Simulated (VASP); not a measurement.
# MnAl15N16 (a cell with a defect) in VASP: a series of runs

One crystal, MnAl15N16 (a cell with a defect), is run at these levels: PBEsol+U; tasks: single point, relaxation of the atoms.

Everything below comes from runs of VASP 6.6.1. Logs are shortened: lines on timing, memory, paths and dates and some standing lists are left out, and cuts for length are marked.

### Step 1. Starting point

The cell holds a defect, 32 atoms: a = 6.220 Å, b = 6.220 Å, c = 9.960 Å, α = 90.00°, β = 90.00°, γ = 120.00°.

### Step 2. Single point, PBEsol+U, collinear spin, ferromagnetic start

INCAR reads:

```
SYSTEM = MnAl15N16
  ALGO = Normal
  EDIFF = 1E-5
  ENCUT = 450
  GGA = PS
  ISIF = 2
  ISMEAR = 0
  ISPIN = 2
  ISYM = 0
  LASPH = .True.
  LCHARG = .False.
  LDAU = .True.
  LDAUJ = 0 0 0
  LDAUL = 2 -1 -1
  LDAUPRINT = 1
  LDAUTYPE = 2
  LDAUU = 3.5 0 0
  LMAXMIX = 4
  LORBIT = 11
  LREAL = Auto
  LWAVE = .False.
  MAGMOM = 4 0 0 0 0 0 0 0 0 0 0 0 0 0 0 0 0 0 0 0 0 0 0 0 0 0 0 0 0 0 0 0
  NELM = 120
  NUPDOWN = 4
  PREC = Accurate
  SIGMA = 0.03
```

KPOINTS reads:

```
k-points
0
Gamma
  4 4 2
  0 0 0
```

POSCAR reads:

```
MnAl15N16                               
1.0
    6.2200008610      0.0000000000      0.0000000000
   -3.1100004305      5.3866787572      0.0000000000
    0.0000000000      0.0000000000      9.9600000000
  Mn              Al              N             
     1    15    16
Direct
     0.3330762431562962    0.1665365158175536    0.9988610510920432
     0.3313572208112633    0.1643033741996893    0.4979386567749268
     0.3331274333893787    0.6661599404551435    0.0009877170846558
     0.3316748130877128    0.6647845289027577    0.4995214817860239
     0.8315431947616121    0.1640093261820185    0.0005982241232245
     0.8309059247137907    0.1634104646648475    0.4994136625136762
     0.8313421606455893    0.6661099333546526    0.0007768403697934
     0.8308141784445071    0.6647387553348538    0.4994912044735458
     0.1635352828978874    0.3306655057298309    0.2516586262132951
     0.1646263068114540    0.3326439671237771    0.7465384081109970
     0.1635264204691184    0.8296719247802734    0.2516608219615260
     0.1647542031111857    0.8312655398204433    0.7468109604889148
     0.6650820514258348    0.3307165466750891    0.2516195910703015
     0.6669689862561279    0.3325118109214182    0.7464228061601140
     0.6637637808375519    0.8301357431348699    0.2499192950558939
     0.6648429385470133    0.8314322859093800    0.7491307621051325
     0.3307098656001514    0.1635495204247751    0.2014523324809695
     0.3322060602692402    0.1655185472908470    0.6895588419262717
     0.3302164813099266    0.6635855554696480    0.1911908870747641
     0.3330042487251584    0.6660975771254610    0.6892711749872680
     0.8309718647000732    0.1638120418300778    0.1909751053571135
     0.8310908762606688    0.1631159514098721    0.6891340183552338
     0.8308088347504847    0.6635368260221173    0.1910860645374487
     0.8313251984564252    0.6660287528629359    0.6892454215898052
     0.1638915642547343    0.3318001642227215    0.4420090696827149
     0.1592784269341402    0.3389702684521529    0.9364170264108260
     0.1635040526796286    0.8294265240290803    0.4419640897360733
     0.1594629727893266    0.8203679788770430    0.9370575624315507
     0.6661390064956535    0.3316407491736231    0.4419833983070313
     0.6791865729306379    0.3390733961728343    0.9361244146743596
     0.6642219068083092    0.8306806496475074    0.4398534872108313
     0.6651599276691225    0.8318483339827065    0.9406849958536884
```

Potentials or basis: VASP PAW PBE potentials, release 64 (Mn_pv, Al, N).

Started as:

```console
cat potpaw_PBE.64/Mn_pv/POTCAR potpaw_PBE.64/Al/POTCAR potpaw_PBE.64/N/POTCAR > POTCAR
mpirun -np 1 vasp_std > vasp.out
```

OUTCAR:

```text
SYSTEM = MnAl15N16
   EDIFF = 1E-5
   ENCUT = 450
   GGA = PS
   ISIF = 2
   ISMEAR = 0
   ISPIN = 2
   ISYM = 0
   LASPH = .True.
   LORBIT = 11
   LREAL = Auto
   NELM = 120
   NUPDOWN = 4
   PREC = Accurate

 ion  position               nearest neighbor table
   1  0.333  0.167  0.999-  28 1.96  26 1.97  30 1.97  17 2.02  13 3.09  14 3.09  10 3.09  12 3.09
                             9 3.09   7 3.10  11 3.10   3 3.11   5 3.11   5 3.11   3 3.11   7 3.12
   2  0.331  0.164  0.498-  29 1.89  27 1.89  25 1.89  18 1.91  13 3.04   9 3.04  11 3.04  12 3.06
                            10 3.06  14 3.06   4 3.11   8 3.11   6 3.11   6 3.11   8 3.11   4 3.11
   3  0.333  0.666  0.001-  26 1.88  28 1.88  32 1.89  19 1.89  15 3.05  11 3.07  16 3.08   9 3.08
                             5 3.10   7 3.10  12 3.10  10 3.11   1 3.11   1 3.11   7 3.12   5 3.12
   4  0.332  0.665  0.500-  27 1.88  25 1.88  31 1.89  20 1.89  10 3.04  12 3.05  11 3.05   9 3.06
                            15 3.06  16 3.07   6 3.10   8 3.10   2 3.11   2 3.11   8 3.12   6 3.12
   5  0.832  0.164  0.001-  30 1.88  26 1.88  32 1.89  21 1.90  15 3.07   9 3.07  13 3.08  16 3.08
                             7 3.10   3 3.10  10 3.10  14 3.10   1 3.11   1 3.11   3 3.12   7 3.12
   6  0.831  0.163  0.499-  25 1.88  29 1.88  31 1.89  22 1.89  14 3.04  10 3.05   9 3.05  13 3.05
                            16 3.06  15 3.07   8 3.10   4 3.10   2 3.11   2 3.11   4 3.12   8 3.12
   7  0.831  0.666  0.001-  30 1.88  28 1.88  32 1.89  23 1.90  15 3.06  11 3.07  16 3.08  13 3.08
                             5 3.10   3 3.10  12 3.10   1 3.10  14 3.11   1 3.12   3 3.12   5 3.12
   8  0.831  0.665  0.499-  27 1.88  29 1.88  31 1.89  24 1.89  14 3.04  12 3.05  11 3.05  13 3.05
                            15 3.06  16 3.06   6 3.10   4 3.10   2 3.11   2 3.11   4 3.12   6 3.12
   9  0.164  0.331  0.252-  17 1.87  21 1.89  19 1.89  25 1.90   2 3.04   6 3.05   4 3.06   5 3.07
[... 17 lines left out ...]
  19  0.330  0.664  0.191-  15 1.89  11 1.89   9 1.89   3 1.89
  20  0.333  0.666  0.689-  16 1.88  10 1.88  12 1.89   4 1.89
  21  0.831  0.164  0.191-   9 1.89  15 1.89  13 1.89   5 1.90
  22  0.831  0.163  0.689-  16 1.88  14 1.89  10 1.89   6 1.89
[... 8 lines left out ...]
  31  0.664  0.831  0.440-   8 1.89   4 1.89   6 1.89  15 1.89
  32  0.665  0.832  0.941-   7 1.89   5 1.89   3 1.89  16 1.91

IMPORTANT INFORMATION: All symmetrisations will be switched off!
NOSYMM: (Re-)initialisation of all symmetry stuff for point group C_1.

----------------------------------------------------------------------------------------

                                     Primitive cell

  volume of cell :     333.7113

  direct lattice vectors                    reciprocal lattice vectors
     6.220000861  0.000000000  0.000000000     0.160771682  0.092821574  0.000000000
    -3.110000430  5.386678757  0.000000000     0.000000000  0.185643148  0.000000000
     0.000000000  0.000000000  9.960000000     0.000000000  0.000000000  0.100401606

  length of vectors
[... 225 lines left out ...]

 val. band max:        7.1074503810   @ k =   0.2500   0.2500   0.0000
 cond. band min:       7.1253639308   @ k =   0.2500   0.2500   0.5000
 fundamental gap:      0.0179135498
 Fermi energy:         7.1091623354

 spin component 1

 k-point     1 :       0.0000    0.0000    0.0000
  band No.  band energies     occupation
      1     -42.6066      1.00000
      2     -42.5430      1.00000
      3     -42.4245      1.00000
      4      -9.1070      1.00000
      5      -8.2399      1.00000
      6      -8.1842      1.00000
[... 1669 lines left out ...]
     80      12.4674      0.00000
     81      12.9855      0.00000
 Fermi energy:         6.1954984971

 spin component 2

 k-point     1 :       0.0000    0.0000    0.0000
  band No.  band energies     occupation
      1     -38.5157      1.00000
      2     -38.3934      1.00000
      3     -38.1506      1.00000
      4      -9.1035      1.00000
      5      -8.2381      1.00000
      6      -8.1813      1.00000
[... 1669 lines left out ...]
     80      12.7048      0.00000
     81      13.0540      0.00000
 [bands above 81 left out]

------------------------ aborting loop because EDIFF is reached ----------------------------------------

  FORCE on cell =-STRESS in cart. coord.  units (eV):
  Direction    XX          YY          ZZ          XY          YZ          ZX
  --------------------------------------------------------------------------------------
  -------------------------------------------------------------------------------------
  Total        3.2958378      3.4102298      5.3381142     -0.1286832     -0.4692945     -0.3831908
  in kB       15.8236091     16.3728153     25.6287595     -0.6178196     -2.2531245     -1.8397331
  external PRESSURE =      19.2750613 kB  Pullay stress =       0.0000000 kB

 VOLUME and BASIS-vectors are now :
 -----------------------------------------------------------------------------
  energy-cutoff  :      450.00
  volume of cell :      333.71
      direct lattice vectors                 reciprocal lattice vectors
     6.220000861  0.000000000  0.000000000     0.160771682  0.092821574  0.000000000
    -3.110000430  5.386678757  0.000000000     0.000000000  0.185643148  0.000000000
     0.000000000  0.000000000  9.960000000     0.000000000  0.000000000  0.100401606

 POSITION                                       TOTAL-FORCE (eV/Angst)
 -----------------------------------------------------------------------------------
      1.55381      0.89708      9.94866        -0.024927     -0.046034      0.059701
      1.55006      0.88505      4.95947        -0.020659      0.001030     -0.022172
      0.00030      3.58839      0.00984         0.002948     -0.020945     -0.021778
     -0.00446      3.58098      4.97523        -0.006485     -0.006580      0.001226
      4.66213      0.88347      0.00596        -0.016481      0.002570      0.001508
      4.66003      0.88024      4.97416         0.013126      0.007947      0.006768
[... 24 lines left out ...]
      1.54804      4.47461      4.38094        -0.000198      0.010593     -0.005501
      1.55025      4.48090      9.36922        -0.006416      0.006298     -0.003216
 -----------------------------------------------------------------------------------
    total drift:                               -0.007269     -0.015395      0.023900

  FREE ENERGIE OF THE ION-ELECTRON SYSTEM (eV)
  ---------------------------------------------------
  free  energy   TOTEN  =      -250.3563552151 eV

  energy  without entropy=     -250.3537979697  energy(sigma->0) =     -250.35507659

 total charge

# of ion       s       p       d       tot
------------------------------------------
    1        0.351   6.355   4.954  11.660
    2        0.369   0.442   0.000   0.811
    3        0.371   0.448   0.000   0.819
    4        0.371   0.449   0.000   0.820
    5        0.371   0.448   0.000   0.819
    6        0.371   0.449   0.000   0.820
[... 24 lines left out ...]
   31        1.224   2.619   0.000   3.843
   32        1.223   2.614   0.000   3.838
--------------------------------------------------
tot         25.528  54.766   4.954  85.248

 magnetization (x)

# of ion       s       p       d       tot
------------------------------------------
    1        0.027   0.046   3.837   3.909
    2        0.000   0.001   0.000   0.001
    3        0.004   0.004   0.000   0.007
    4        0.000   0.000   0.000   0.001
    5        0.004   0.004   0.000   0.007
    6        0.000   0.000   0.000   0.000
[... 24 lines left out ...]
   31        0.000   0.001   0.000   0.001
   32        0.000   0.001   0.000   0.001
--------------------------------------------------
tot          0.051  -0.128   3.837   3.760
```

OSZICAR:

```text
N       E                     dE             d eps       ncg     rms          rms(c)
DAV:   1     0.695779251614E+03    0.69578E+03   -0.60889E+04  7376   0.130E+03
DAV:   2    -0.217583598029E+03   -0.91336E+03   -0.87931E+03  8832   0.291E+02
DAV:   3    -0.288074204501E+03   -0.70491E+02   -0.69853E+02  8248   0.897E+01
[... 13 lines left out ...]
DAV:  17    -0.250356304433E+03   -0.33316E-03   -0.36266E-03  8864   0.337E-01    0.208E-01
DAV:  18    -0.250356356434E+03   -0.52001E-04   -0.39989E-04  9016   0.863E-02    0.175E-01
DAV:  19    -0.250356335911E+03    0.20523E-04   -0.26625E-04  8824   0.898E-02    0.106E-01
DAV:  20    -0.250356341698E+03   -0.57870E-05   -0.11142E-04  9032   0.597E-02    0.519E-02
DAV:  21    -0.250356352322E+03   -0.10624E-04   -0.92548E-05  8568   0.438E-02    0.306E-02
DAV:  22    -0.250356355215E+03   -0.28930E-05   -0.46289E-05  6128   0.313E-02
   1 F= -.25035636E+03 E0= -.25035508E+03  d E =-.255725E-02  mag=     4.0000
```

stdout:

```text
POSCAR found type information on POSCAR MnAlN
 POSCAR found :  3 types and      32 ions
 scaLAPACK will be used
 -----------------------------------------------------------------------------
|                                                                             |
|                                                                             |
|     You enforced a specific xc type in the INCAR file but a different       |
|     I HOPE YOU KNOW WHAT YOU ARE DOING!                                     |
|                                                                             |
 -----------------------------------------------------------------------------

 LDA part: xc-table for (Slater+PW92), standard interpolation
 POSCAR, INCAR and KPOINTS ok, starting setup
 FFT: planning ... GRIDC
 FFT: planning ... GRID_SOFT
 FFT: planning ... GRID
 WAVECAR not read
 entering main loop
```

Wall time 27 min (1 thread of Intel Xeon 6975P-C (Granite Rapids), shared host); peak memory 0.89 GiB.

Results:

- Free energy: -250.3564 eV
- Largest force: 0.125 eV/Å
- Net moment: 4.00 μB per cell
- Site moments: Mn +3.91; Al +0.00, +0.01; N +0.01, +0.00, -0.07, -0.08, -0.00 μB
- Valence electrons inside the program's atomic spheres: Mn 11.66; Al 0.81, 0.82; N 3.82, 3.83, 3.84, 3.85, 3.81, 3.80

Forces in eV/Å, atoms in the order of the input:
```
Mn  -0.025 -0.046  0.060
Al  -0.021  0.001 -0.022
Al   0.003 -0.021 -0.022
Al  -0.006 -0.007  0.001
Al  -0.016  0.003  0.002
Al   0.013  0.008  0.007
Al  -0.010 -0.022  0.008
Al   0.014  0.005  0.005
Al   0.009  0.006  0.012
Al   0.007  0.007 -0.002
Al   0.001  0.009  0.025
Al   0.017 -0.017 -0.027
Al   0.014  0.011 -0.016
Al   0.001  0.011  0.032
Al   0.016  0.023 -0.009
Al   0.002  0.004  0.020
N   -0.087 -0.057  0.005
N   -0.007 -0.008  0.013
N    0.009  0.004 -0.020
N    0.019  0.003  0.013
N   -0.010  0.016 -0.009
N   -0.002  0.002  0.017
N    0.000  0.005 -0.017
N   -0.015  0.008  0.017
N   -0.021  0.004 -0.001
N    0.055  0.043  0.013
N    0.012 -0.020  0.006
N    0.076  0.036  0.024
N    0.006  0.006 -0.013
N   -0.046 -0.034 -0.111
N    0.000  0.011 -0.006
N   -0.006  0.006 -0.003
```

Eigenvalues of the final occupation matrices:
```csv
site,spin,trace,eigenvalues
site 1 d,1,4.41,0.78 0.81 0.94 0.94 0.94
site 1 d,2,0.57,0.05 0.05 0.15 0.16 0.16
```

Caveat: the cutoff is under 1.25 times the usual one of these potentials, so pressure, stress and relaxed cells hold a basis-set (Pulay) error; the PAW data sets were made with another functional, which shifts forces and pressure a little; the total moment is fixed, so each spin has its own Fermi level; only a ferromagnetic start was run, and an antiferromagnetic order may lie lower in energy.

### Step 3. Single point, PBEsol+U, collinear spin, ferromagnetic start

INCAR, as its differences from that of step 2:

```diff
@@ -21,5 +21,5 @@
   LWAVE = .False.
-  MAGMOM = 4 0 0 0 0 0 0 0 0 0 0 0 0 0 0 0 0 0 0 0 0 0 0 0 0 0 0 0 0 0 0 0
+  MAGMOM = 2 0 0 0 0 0 0 0 0 0 0 0 0 0 0 0 0 0 0 0 0 0 0 0 0 0 0 0 0 0 0 0
   NELM = 120
-  NUPDOWN = 4
+  NUPDOWN = 2
   PREC = Accurate
```

KPOINTS reads:

```
k-points
0
Gamma
  3 3 2
  0 0 0
```

POSCAR is that of step 2.

Potentials or basis: VASP PAW PBE potentials, release 64 (Mn_pv, Al, N).

Started as:

```console
cat potpaw_PBE.64/Mn_pv/POTCAR potpaw_PBE.64/Al/POTCAR potpaw_PBE.64/N/POTCAR > POTCAR
mpirun -np 1 vasp_std > vasp.out
```

OUTCAR:

```text
SYSTEM = MnAl15N16
   EDIFF = 1E-5
   ENCUT = 450
   GGA = PS
   ISIF = 2
   ISMEAR = 0
   ISPIN = 2
   ISYM = 0
   LASPH = .True.
   LORBIT = 11
   LREAL = Auto
   NELM = 120
   NUPDOWN = 2
   PREC = Accurate

 ion  position               nearest neighbor table
   1  0.333  0.167  0.999-  28 1.96  26 1.97  30 1.97  17 2.02  13 3.09  14 3.09  10 3.09  12 3.09
                             9 3.09   7 3.10  11 3.10   3 3.11   5 3.11   5 3.11   3 3.11   7 3.12
   2  0.331  0.164  0.498-  29 1.89  27 1.89  25 1.89  18 1.91  13 3.04   9 3.04  11 3.04  12 3.06
                            10 3.06  14 3.06   4 3.11   8 3.11   6 3.11   6 3.11   8 3.11   4 3.11
   3  0.333  0.666  0.001-  26 1.88  28 1.88  32 1.89  19 1.89  15 3.05  11 3.07  16 3.08   9 3.08
[... 1991 lines left out ...]
      4.66213      0.88347      0.00596         0.003821     -0.026701      0.018927
      4.66003      0.88024      4.97416         0.002069      0.008620      0.011526
[... 24 lines left out ...]
      1.54804      4.47461      4.38094         0.000089      0.011996     -0.004928
      1.55025      4.48090      9.36922        -0.008444      0.003688     -0.005113
 -----------------------------------------------------------------------------------
    total drift:                               -0.007285     -0.017013      0.025285

  FREE ENERGIE OF THE ION-ELECTRON SYSTEM (eV)
  ---------------------------------------------------
  free  energy   TOTEN  =      -248.9181967221 eV

  energy  without entropy=     -248.9163832837  energy(sigma->0) =     -248.91729000

 total charge

# of ion       s       p       d       tot
------------------------------------------
    1        0.347   6.345   4.997  11.689
    2        0.369   0.442   0.000   0.811
    3        0.371   0.448   0.000   0.819
    4        0.371   0.449   0.000   0.819
    5        0.371   0.448   0.000   0.819
    6        0.371   0.449   0.000   0.819
[... 24 lines left out ...]
   31        1.223   2.619   0.000   3.843
   32        1.223   2.615   0.000   3.838
--------------------------------------------------
tot         25.521  54.738   4.997  85.257

 magnetization (x)

# of ion       s       p       d       tot
------------------------------------------
    1        0.017   0.001   2.232   2.250
    2       -0.001  -0.001   0.000  -0.002
    3        0.004   0.004   0.000   0.008
    4       -0.000  -0.000   0.000  -0.000
    5        0.003   0.004   0.000   0.007
    6       -0.000  -0.000   0.000  -0.000
[... 24 lines left out ...]
   31       -0.000  -0.001   0.000  -0.001
   32        0.000   0.001   0.000   0.002
--------------------------------------------------
tot          0.018  -0.273   2.232   1.977
```

It took 14 min on 1 thread of Intel Xeon 6975P-C (Granite Rapids), shared host; peak memory 0.69 GiB.

Results:

- Free energy: -248.9182 eV
- Largest force: 0.405 eV/Å
- Net moment: 2.00 μB per cell
- Site moments: Mn +2.25; Al -0.00, +0.01, +0.00; N -0.05, -0.01, +0.00, -0.00, -0.08 μB
- Valence electrons inside the program's atomic spheres: Mn 11.69; Al 0.81, 0.82; N 3.81, 3.83, 3.84, 3.85, 3.80

Forces on the atoms (eV/Å):
```
Mn  -0.007 -0.034 -0.055
Al  -0.010  0.013  0.024
Al   0.017  0.010 -0.001
Al   0.004 -0.005  0.005
Al   0.004 -0.027  0.019
Al   0.002  0.009  0.012
Al   0.000  0.018  0.016
Al   0.004 -0.007  0.011
Al  -0.043  0.049 -0.002
Al   0.062 -0.043  0.011
Al   0.005 -0.068 -0.003
Al   0.003  0.047  0.023
Al   0.050  0.040 -0.002
Al  -0.073 -0.034 -0.001
Al   0.015  0.019 -0.014
Al   0.006  0.006  0.022
N    0.002  0.031 -0.343
N   -0.005 -0.004 -0.086
N    0.010  0.001 -0.007
N    0.016 -0.001  0.017
N   -0.012  0.019 -0.006
N   -0.006  0.006  0.025
N   -0.001  0.001 -0.008
N   -0.016  0.002  0.019
N   -0.013 -0.006 -0.029
N    0.293 -0.190  0.143
N    0.010 -0.003 -0.027
N   -0.007  0.321  0.106
N    0.010  0.006 -0.030
N   -0.314 -0.190  0.171
N    0.000  0.012 -0.005
N   -0.008  0.004 -0.005
```

Eigenvalues of the final occupation matrices:
```csv
site,spin,trace,eigenvalues
site 1 d,1,3.63,0.26 0.75 0.75 0.94 0.94
site 1 d,2,1.39,0.05 0.05 0.18 0.18 0.92
```

Caveat: the k mesh is coarse (spacing up to 0.39 Å⁻¹), so the values aren't converged; the cutoff is under 1.25 times the usual one of these potentials, so pressure, stress and relaxed cells hold a basis-set (Pulay) error; the PAW data sets were made with another functional, which shifts forces and pressure a little; the total moment is fixed, so each spin has its own Fermi level; only a ferromagnetic start was run, and an antiferromagnetic order may lie lower in energy.

(Continued in part 2 of 2.)
